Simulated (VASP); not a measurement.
Consider the following.

```yaml
crystal:
  lattice:
    - [2.73952, 0.00000, 0.00000]
    - [-1.36976, 2.37250, 0.00000]
    - [0.00000, 0.00000, 4.91556]
  atoms:
    - { symbol: Mo, position: [0.33333, 0.66667, 0.25000] }
    - { symbol: Mo, position: [0.66667, 0.33333, 0.75000] }
```

Level of theory: r2SCAN meta-GGA, VASP's PBE PAW potentials (set 64) (plane waves; VASP). Run with 400 eV cut-off, 17×17×8 Γ-centred mesh, tetrahedra with Blöchl corrections, potentials Mo_sv.

Q: Give the energies of bands 9 to 17 at the high-symmetry points, in eV from the Fermi level.

A: 
| band | Γ | M | K | A | L | H |
|---|---|---|---|---|---|---|
| 9 | -7.30 | -4.98 | -3.99 | -5.55 | -5.03 | -3.25 |
| 10 | -5.10 | -4.45 | -2.52 | -5.55 | -5.03 | -3.25 |
| 11 | -2.00 | -4.41 | -2.52 | -2.18 | -3.57 | -2.75 |
| 12 | -0.70 | -1.31 | -2.22 | -2.18 | -3.57 | -2.75 |
| 13 | -0.70 | -0.46 | -1.54 | -0.65 | 1.39 | -1.27 |
| 14 | -0.20 | -0.32 | -1.54 | -0.65 | 1.39 | -1.27 |
| 15 | -0.20 | -0.28 | 0.18 | -0.65 | 1.77 | 0.37 |
| 16 | 0.35 | 3.86 | 2.54 | -0.65 | 1.77 | 0.37 |
| 17 | 1.67 | 4.72 | 2.61 | 2.92 | 4.78 | 3.54 |

It has no gap at this level: it comes out as a metal or semimetal.

The structure was generated: Mo was put into the hcp type (P6_3/mmc), which need not be its known phase. It was relaxed first.
